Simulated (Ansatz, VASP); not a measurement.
**Cross-check of MoS2 between VASP and Ansatz**

Wanted: the spread between two codes on one cell, functional and k mesh. The cell is taken from a series of runs on this material, whose earlier steps may have relaxed, scaled, displaced or heated it; both programs get it as it stands.

Program: Ansatz 0.2.0. Level of theory: plane waves, with VASP 6.6.1 beside it; PBE0 form with 15 % exact exchange with an exact-exchange share of 0.15. Results are calculated unless marked as measured.

## 1. Set-up

Symmetry: P6_3/mmc, No. 194, hexagonal system. The conventional cell has a = 3.169 Å, b = 3.169 Å, c = 12.324 Å, α = 90.00°, β = 90.00°, γ = 120.00°. Nearest to Mo lie 6 S at 2.41 Å. Nearest to S lie 3 Mo at 2.41 Å. Farther neighbours and most contacts between anions are not listed.

## 2. Ansatz: G0W0 gap, PBE0 form with 15 % exact exchange with an exact-exchange share of 0.15

Ansatz runs on its default PAW (the set named soft_2) files.

Quasiparticle shifts depend on high empty states and on the cores, so they are the hardest test of two PAW sets.

Contents of input.yaml:

```yaml
crystal:
  lattice:
    - [3.169, 0.0, 0.0]
    - [-1.5845, 2.7444345046, 0.0]
    - [0.0, 0.0, 12.324]
  atoms:
    - { symbol: Mo, position: [0.3333333333, 0.6666666667, 0.25] }
    - { symbol: Mo, position: [0.6666666667, 0.3333333333, 0.75] }
    - { symbol: S, position: [0.3333333333, 0.6666666667, 0.623] }
    - { symbol: S, position: [0.6666666667, 0.3333333333, 0.123] }
    - { symbol: S, position: [0.3333333333, 0.6666666667, 0.877] }
    - { symbol: S, position: [0.6666666667, 0.3333333333, 0.377] }
kpoints:
  mp_grid: { grid: [6, 6, 2] }
hamiltonian:
  xc: { exchange: pbe, correlation: pbe, exx: { coeff: 0.15 } }
scf:
  occupations: { method: fixed }
gw:
  n_empty_bands: 447
  ecut_chi: 150.0
  qp_bands: [v2, c2]
  qp_kpoints: band_edges
  screening: { model: contour_deformation }
```

The run is started by

```
$ ansatz run input.yaml --threads 3 --pin off --max-ram 92160MiB --backend cuda --devices 1 --max-vram 13GiB --events-out ev --progress --plain --runs-dir out
```

Numbers of over 12 decimals in the logs are rounded to 6 here.

The log of the run:

```text
GPUs: using 1 of 1 available (devices: 1).
Engine: ansatz 0.2.0, x86_64-unknown-linux-gnu
Pseudopotentials: kind: paw
Pseudopotential: Mo, paw, valence charge 14, recommended cutoff 420 eV (normal), Mo.paw.azcp
Pseudopotential: S, paw, valence charge 6, recommended cutoff 420 eV (normal), S.paw.azcp
Functional definition: unnamed
  parameter a_1 = 0.15
  exchange = (1 - a_1)*pbe_x + a_1*exact_x
  correlation = pbe_c
davidson cushion auto → on  (no smearing: the cushion is to keep the highest requested band from converging to the state above it; pin scf.eigensolver.cushion to override)
device memory: the entry about to start is reckoned to put 1.1 GiB on a device that reports 51.8 GiB free (of which the cap on the GPU budget leaves the run 13.0 GiB)
GPU FFT provider: cuFFT
GPU libraries: cuBLAS 13.8.2, cuFFT 12.4.0, cuSOLVER 12.3.4
Crystal: 6 atoms, lattice volume = 107.183 Å³
Basis set: ecut = 420 eV, 2081 PW (Γ)
Bands: 32, of which v1, the nominal top of the filled ones, is band 26 counted from 1 (25 counted from 0)
Symmetry: 24 space group operations
Space group: P63/mmc (ITA 194), of the structure as read, at distance tolerance 4.8e-5 Å
k-points: 14 of 72
Non-local potential: Mo, projectors of the file, l = 0: 3, l = 1: 2, l = 2: 2, l = 3: 1
Non-local potential: S, projectors of the file, l = 0: 2, l = 1: 2, l = 2: 2
PAW form: soft (Blöchl's): semilocal exchange-correlation on the pseudo side does not see the compensation charge
PAW frozen core: Mo, regenerated for the run's functional, and the local potential with it (the file was generated under x = pbe(κ = 0.804, μ = 0.219515), c = pbe(β = 0.066725))
PAW frozen core: S, regenerated for the run's functional, and the local potential with it (the file was generated under x = pbe(κ = 0.804, μ = 0.219515), c = pbe(β = 0.066725))
PAW one-centre angular grid: Mo, 590 points (default); XC on 64 Gauss nodes
PAW one-centre angular grid: S, 110 points (default); XC on 64 Gauss nodes
Initial density: superposition of atomic densities (neutral atoms: chi_scale 0, normalization atom), corrected by the library's trained network
Initial wavefunctions: pseudopotential atomic-orbital guess
GPU buffer pool allocated for 51840 grid points (all kernels)
GPU transforms: local potential and band sums: pruned to the plane-wave sphere, on 24×24×90
Functional: x = pbe(κ = 0.804, μ = 0.219515), c = pbe(β = 0.066725), warm-up for x = 0.85 pbe(κ = 0.804, μ = 0.219515) + 0.15 exact, c = pbe(β = 0.066725)
SCF iter   1: F=—  HF=-13525.524321 eV  |F-HF|=—  |Δ(HF+E_count)|=         —  Δρ=5.52e-3  dr2=7.74e-3  ethr=1.77e-3  ⟨swp⟩=5.7  Hψ=1935  notcnv=0
preconditioner: auto → none  [insulator: Δε(μ)=0.886 eV  Ē_g=7.755 eV  n_scr=26 (ndim 8)  ℏωp=21.5 eV  f_vac=0.016]
SCF iter   2: F=—  HF=-13525.535100 eV  |F-HF|=—  |Δ(HF+E_count)|=   1.08e-2  Δρ=3.02e-3  dr2=5.72e-3  ethr=1.49e-5  ⟨swp⟩=4.2  Hψ=1472  notcnv=0
SCF iter   3: F=—  HF=-13525.542389 eV  |F-HF|=—  |Δ(HF+E_count)|=   7.29e-3  Δρ=3.33e-3  dr2=3.39e-2  ethr=1.10e-5  ⟨swp⟩=4.0  Hψ=1353  notcnv=0  recentre
iter 4 solved again at ethr=5.32e-7 eV; its pass at ethr=1.10e-5 eV (dr2=2.77e-4 eV) is discarded
SCF iter   4: F=—  HF=-13525.537896 eV  |F-HF|=—  |Δ(HF+E_count)|=   4.49e-3  Δρ=1.11e-3  dr2=2.77e-4  ethr=5.32e-7  ⟨swp⟩=3.1  Hψ=2254  notcnv=0  defer=1
SCF iter   5: F=-13525.538571 eV  HF=-13525.538570 eV  |F-HF|=1.38e-6  |Δ(HF+E_count)|=   6.74e-4  Δρ=7.69e-5  dr2=3.64e-6  ethr=5.32e-7  ⟨swp⟩=3.1  Hψ=1284  notcnv=0  defer=1
SCF 1 stopped early in 5 iterations: F = -13525.538571 eV  dr2 = 3.64e-6
  greatest PAW one-centre occupation: 0.998 electrons in one spin orbital (limit 2), on the Mo atom at site 1 (counted from 0), in its partial waves of l = 0
device memory: the entry about to start is reckoned to put 1.7 GiB (of the 1.8 GiB reckoned in all, the device holds 0.1 GiB already) on a device that reports 52.3 GiB free (of which the cap on the GPU budget leaves the run 12.9 GiB)
GPU FFT provider: cuFFT
GPU libraries: cuBLAS 13.8.2, cuFFT 12.4.0, cuSOLVER 12.3.4
Initial density: handed on by an earlier stage of this run
Initial wavefunctions: those handed on with the density
GPU buffer pool allocated for 51840 grid points (all kernels)
GPU transforms: local potential and band sums: pruned to the plane-wave sphere, on 24×24×90
Functional: x = 0.85 pbe(κ = 0.804, μ = 0.219515) + 0.15 exact, c = pbe(β = 0.066725)
[...]
SCF iter   2: F=-13529.094608 eV  HF=-13529.094608 eV  |F-HF|=4.09e-9  |Δ(HF+E_count)|=   1.37e-8  Δρ=7.09e-6  dr2=3.47e-8  ethr=1.97e-11  ⟨swp⟩=2.1  Hψ=2342  notcnv=0
SCF 3 converged in 2 iterations: F = -13529.094608 eV  dr2 = 3.47e-8
hybrid outer 2: dexx = +2.180e-7 eV, tail = 7.27e-8 eV, Δε = 4.72e-4 eV (about 5.59e-5 eV left of the loop's levels)
device memory: the entry about to start is reckoned to put 2.6 GiB on a device that reports 51.0 GiB free (of which the cap on the GPU budget leaves the run 13.0 GiB)
NSCF: frozen V_eff on 14 k-points
Exchange-term sweep: 0 of 14 (spin, k) points
Exchange-term sweep: 1 of 14 (spin, k) points
Exchange-term sweep: 2 of 14 (spin, k) points
Exchange-term sweep: 3 of 14 (spin, k) points
Exchange-term sweep: 4 of 14 (spin, k) points
Exchange-term sweep: 5 of 14 (spin, k) points
Exchange-term sweep: 6 of 14 (spin, k) points
Exchange-term sweep: 7 of 14 (spin, k) points
Exchange-term sweep: 8 of 14 (spin, k) points
Exchange-term sweep: 9 of 14 (spin, k) points
Exchange-term sweep: 10 of 14 (spin, k) points
Exchange-term sweep: 11 of 14 (spin, k) points
Exchange-term sweep: 12 of 14 (spin, k) points
Exchange-term sweep: 13 of 14 (spin, k) points
Exchange-term sweep: 14 of 14 (spin, k) points
G₀W₀ screening: q 1/14
[... further progress lines ...]
hybrid SCF converged: 2 outer / 9 inner (+5 warm-up), last move |dexx| = 2.18e-7 eV, tail = 7.27e-8 eV
Stability not checked: this state was not tested for a lower state beside it, because the functional holds exact exchange (a hybrid, or Hartree-Fock), whose exchange loop this test does not read (fock_operator; see scf.lower_state_search)
Free energy (F): -13529.094608 eV
Frozen-core exchange: fock
Harris-Foulkes:  -13529.094608 eV  (|F-HF|=4.09e-9)
Internal energy: -13529.094608 eV  (E = F + TS)
E sigma→0 (E₀):  -13529.094608 eV
Fermi energy:    10.481072 eV
--- Per-component energies (eV) ---
  E_band       = -379.785577
  E_kinetic    = 1309.140399
  E_local      = -3911.914740  (includes V_loc(G=0)·N_el)
  E_nonlocal   = 395.636385
  E_hartree    = 1502.025116
  E_xc         = -653.068254
  E_vxc        = -699.462643  (∫ρ·V_xc dr)
  E_exx        = -90.094957  (= α·E_x^exact, valence–valence)
  E_paw        = -8818.870140  (= ΣΔE_a)
  E_vpaw       = -297.045950  (= ΣTr[D̂ρ^β])
  E_aug_tail   = 0.000083  (compensation charges beyond the density's cutoff)
  E_ewald      = -3261.216446
  E_core_change = -0.732054  (= ΣΔE_core)
  E_smearing   = -0.000000  (= −TS)
  E_closure    = -0.000000  (closes the sum)
  Σ components = -13529.094608   (vs F -13529.094608, Δ=-1.82e-12)
--- Band table (eV; the first three rows and the last of 14) ---
  k-point 0: bands = [... 22 lower, 8.2073, 9.1379, 9.2400, 10.4811, 13.4099, 13.4099, 13.4434]
  k-point 1: bands = [... 22 lower, 8.1816, 8.1816, 10.1818, 10.1818, 13.4154, 13.4154, 13.4154]
  k-point 2: bands = [... 22 lower, 8.2390, 9.1673, 9.1897, 9.6513, 12.7463, 13.1218, 13.1731]
  k-point 13: bands = [... 22 lower, 7.3231, 7.3231, 9.7684, 9.7684, 12.1957, 12.1957, 13.6445]
  guard bands above this table: 3 of the run's 32 bands. The solve was not asked for them (output.publish_guard_bands: true or output.eigenvalues: true publishes all)
--- G₀W₀: contour deformation, 7 samples at zero and on the imaginary axis and 1 off it, 72 q-points, 447 empty bands' worth ---
  eigenvalues of the whole cell's RPA ε∞ on this k-mesh (on a slab, of 1 + 4πα/V) = 5.1989, 11.7205, 11.7205; static W/v taken at q = 0 is 0.090082
  bands read: the sum over 473 bands ends inside a degenerate multiplet in 7 slots, whose members it reads at an even weight; the widest, k=1: bands 473 to 474 (counted from 1) at 1/2 each
  gw.qp_kpoints: band_edges: 12 of 14 stored k-points solved, in 1 pass; an edge of the gap read off the rows below is read off those points alone
    valence top: of the k-points left out ik 7 came nearest to being solved in a further pass, in band 25 (counted from 1, as in the quasiparticle table): it holds the edge there only if its correction is more favourable than any solved in that band by at least 1.382 eV; those differ by 0.181 eV
    conduction bottom: of the k-points left out ik 5 came nearest to being solved in a further pass, in band 27 (counted from 1, as in the quasiparticle table): it holds the edge there only if its correction is more favourable than any solved in that band by at least 0.696 eV; those differ by 0.198 eV
    ik  band        ε_KS         Σx   Σc(E_QP)       V_xc       Z   E_QP_lin       E_QP  E_QP is
     0    25      9.2400   -18.7223     0.9391   -17.9722  0.7603     9.4286     9.4290  root
     0    26     10.4811   -19.7758     0.4957   -19.4384  0.7658    10.6392    10.6394  root
     0    27     13.4099   -13.6637    -4.2850   -17.9942  0.7669    13.4553    13.4553  root
     0    28     13.4099   -13.6637    -4.2850   -17.9942  0.7669    13.4553    13.4553  root
     1    25     10.1818   -19.4663     0.7297   -18.8712  0.7668    10.3162    10.3164  root
     1    26     10.1818   -19.4663     0.7297   -18.8712  0.7668    10.3162    10.3164  root
     1    27     13.4154   -13.6140    -4.2763   -17.9287  0.7667    13.4539    13.4539  root
     1    28     13.4154   -13.6140    -4.2763   -17.9287  0.7667    13.4539    13.4539  root
     2    25      9.1897   -19.1976     0.9997   -18.4064  0.7594     9.3977     9.3982  root
     2    26      9.6513   -19.4393     0.8341   -18.7763  0.7638     9.8222     9.8225  root
     2    27     12.7463   -13.4113    -4.0423   -17.4283  0.7670    12.7210    12.7210  root
     2    28     13.1218   -13.9827    -4.0697   -18.0568  0.7598    13.1262    13.1262  root
     3    25      9.5847   -19.4157     0.9560   -18.6150  0.7641     9.7398     9.7401  root
     3    26      9.5847   -19.4157     0.9560   -18.6150  0.7641     9.7398     9.7401  root
     3    27     12.9673   -13.6937    -4.1712   -17.8673  0.7655    12.9698    12.9698  root
     3    28     12.9673   -13.6937    -4.1712   -17.8673  0.7655    12.9698    12.9698  root
     4    25      8.5358   -18.5627     1.2126   -17.5332  0.7585     8.7184     8.7189  root
     4    26      8.7989   -19.0052     1.1525   -18.0493  0.7600     8.9950     8.9955  root
     4    27     12.6374   -14.0613    -4.2186   -18.3152  0.7629    12.6727    12.6727  root
     4    28     12.7359   -15.1776    -4.2801   -19.5586  0.7575    12.8370    12.8368  root
     6    25      8.9459   -17.7017     1.2165   -16.5377  0.7728     8.9983     8.9983  root
     6    26      9.0828   -18.3635     1.1141   -17.3652  0.7690     9.1984     9.1986  root
     6    27     12.8565   -16.4529    -4.6197   -21.2455  0.7493    13.0299    13.0295  root
     6    28     12.9077   -16.4325    -4.6456   -21.2451  0.7485    13.0751    13.0747  root
[...]
12    25      9.6895   -19.0119     0.3903   -18.8255  0.7667     9.8931     9.8935  root
    12    26      9.8645   -19.4073     0.3327   -19.2877  0.7664    10.0773    10.0776  root
    12    27     12.1944   -16.0243    -3.8572   -20.0281  0.7610    12.3412    12.3409  root
    12    28     12.1944   -16.0243    -3.8572   -20.0281  0.7610    12.3412    12.3409  root
    13    25      9.7684   -19.1704     0.3595   -19.0187  0.7667     9.9758     9.9761  root
    13    26      9.7684   -19.1704     0.3595   -19.0187  0.7667     9.9758     9.9761  root
    13    27     12.1957   -16.0196    -3.8569   -20.0225  0.7610    12.3420    12.3417  root
    13    28     12.1957   -16.0196    -3.8569   -20.0225  0.7610    12.3420    12.3417  root
```

[end of part 1 of 2]

[Lines on the potential files, build, host, timing and source positions are cut from VASP's logs without a mark.]

[Logs are printed without paths, hosts, clocks, repeated set-up lines and the standing remarks that a program may print on its own settings, such as how far it seeks lower states.]

[Hosts, paths, dates, database ids (printed as entryN), source tags and the programs' standing remarks are cut or masked in the printed files.]
